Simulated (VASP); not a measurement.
```yaml
crystal:
  lattice:
    - [-0.05191, 2.59571, 2.59571]
    - [2.59571, -0.05191, 2.59571]
    - [2.54380, 2.54380, 0.00000]
  atoms:
    - { symbol: Mg, position: [0.00000, 0.00000, 0.00000] }
    - { symbol: S, position: [0.50000, 0.50000, 0.50000] }
```

Method: r2SCAN meta-GGA, VASP's PBE PAW potentials (set 64) (plane waves; VASP 6.6.1). Settings: 480 eV cut-off, 8×8×8 Γ-centred mesh, Gaussian smearing of 0.050 eV, potentials Mg S.

Problem. Predict the energy per atom (σ→0).

Solution. 
| Item | Value |
|---|---|
| energy per atom (σ→0) | -7.750 eV/atom |

The absolute energy has meaning only against runs of the same code, potentials and settings.

The compound is MgS in the rock salt structure. This cell was strained or had an atom moved on purpose.
